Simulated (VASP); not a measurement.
Output of a VASP run:

OSZICAR:
```
       N       E                     dE             d eps       ncg     rms          rms(c)
DAV:   1     0.160767555778E+03    0.16077E+03   -0.92932E+03   216   0.851E+02
DAV:   2     0.264167637234E+01   -0.15813E+03   -0.15580E+03   328   0.204E+02
DAV:   3    -0.765108162173E+01   -0.10293E+02   -0.10267E+02   254   0.642E+01
DAV:   4    -0.777977932070E+01   -0.12870E+00   -0.12862E+00   270   0.848E+00
DAV:   5    -0.778155701347E+01   -0.17777E-02   -0.17775E-02   252   0.950E-01    0.154E+01
DAV:   6    -0.742020856739E+01    0.36135E+00   -0.25882E-01   234   0.338E+00    0.102E+01
DAV:   7    -0.730917571381E+01    0.11103E+00   -0.57026E-01   236   0.489E+00    0.867E-01
DAV:   8    -0.729618258126E+01    0.12993E-01   -0.70457E-02   230   0.187E+00    0.402E-01
DAV:   9    -0.729635782109E+01   -0.17524E-03   -0.17143E-03   280   0.286E-01    0.787E-02
DAV:  10    -0.729648527623E+01   -0.12746E-03   -0.17157E-04   264   0.934E-02    0.655E-02
DAV:  11    -0.729649195638E+01   -0.66802E-05   -0.49932E-05   234   0.457E-02    0.885E-03
DAV:  12    -0.729649358451E+01   -0.16281E-05   -0.51704E-06   254   0.163E-02    0.462E-03
DAV:  13    -0.729649421113E+01   -0.62663E-06   -0.76673E-07   132   0.681E-03
   1 F= -.72964942E+01 E0= -.72964942E+01  d E =-.222894E-11
```

OUTCAR:
```
------------------------ aborting loop because EDIFF is reached ----------------------------------------
  FORCE on cell =-STRESS in cart. coord.  units (eV):
  Direction    XX          YY          ZZ          XY          YZ          ZX
  --------------------------------------------------------------------------------------
  Total       -0.3286110      0.5939546     -0.8128186      0.0000000      0.0000000      0.0000000
  in kB       -4.5862515      8.2895131    -11.3440829      0.0000000      0.0000000      0.0000000
  external PRESSURE =      -2.5469404 kB  Pullay stress =       0.0000000 kB
  volume of cell :      114.80
      direct lattice vectors                 reciprocal lattice vectors
     2.235744000 -3.114072000  0.000000000     0.223639200 -0.160561477  0.000000000
     2.235744000  3.114072000  0.000000000     0.223639200  0.160561477  0.000000000
     0.000000000  0.000000000  8.244306000     0.000000000  0.000000000  0.121295837
 POSITION                                       TOTAL-FORCE (eV/Angst)
 -----------------------------------------------------------------------------------
      3.92149      0.00000      7.39514         0.168419      0.000000      0.163892
      2.78574      0.00000      3.27299        -0.168419      0.000000      0.163892
      1.68575      0.00000      4.97132         0.168419      0.000000     -0.163892
      0.54999      0.00000      0.84916        -0.168419      0.000000     -0.163892
 -----------------------------------------------------------------------------------
    total drift:                                0.000000      0.000000      0.000000
  FREE ENERGIE OF THE ION-ELECTRON SYSTEM (eV)
  ---------------------------------------------------
  free  energy   TOTEN  =        -7.2964942111 eV

  energy  without entropy=       -7.2964942111  energy(sigma->0) =       -7.29649421
```
(Selected blocks of OUTCAR.)

**POSCAR**
```
Cl
1
    2.2357440000    -3.1140720000     0.0000000000
    2.2357440000     3.1140720000     0.0000000000
    0.0000000000     0.0000000000     8.2443060000
Cl
4
Direct
  0.8770000000   0.8770000000   0.8970000000
  0.6230000000   0.6230000000   0.3970000000
  0.3770000000   0.3770000000   0.6030000000
  0.1230000000   0.1230000000   0.1030000000
```

Q: Reconstruct the remaining input files.

A: One answer among several that fit: the input of the run itself, PBE GGA, plane waves, VASP's PBE PAW potentials (set 64).

INCAR:
```
! general
SYSTEM = Cl
PREC   = Accurate
ENCUT  = 300
LREAL  = .FALSE.
LASPH  = .TRUE.

! electronic loop
EDIFF  = 1E-6
NELM   = 100
ALGO   = Normal

! smearing
ISMEAR = -1
SIGMA  = 0.02

! functional
GGA    = PE

! ions
ISIF   = 2

! output
LWAVE  = .FALSE.
LCHARG = .FALSE.
```

**KPOINTS**
```
Automatic mesh
0
Gamma
4 4 2
0.5 0.5 0.5
```

POTCAR, in this order: Cl (PBE.64 set). Program: vasp_std.

At this cut-off the stress carries a Pulay error, which pulls relaxed volumes low.

The structure is a typed Cl crystal. The cell was not relaxed at this level. The k-mesh is coarse (spacing up to 0.43 per Å, 2π included), so the numbers may not be converged in it. The run is one of a series of settings (KPOINTS 4×4×2 Γ-centred mesh shifted by (0.5, 0.5, 0.5) against the base run), some of them coarse on purpose.
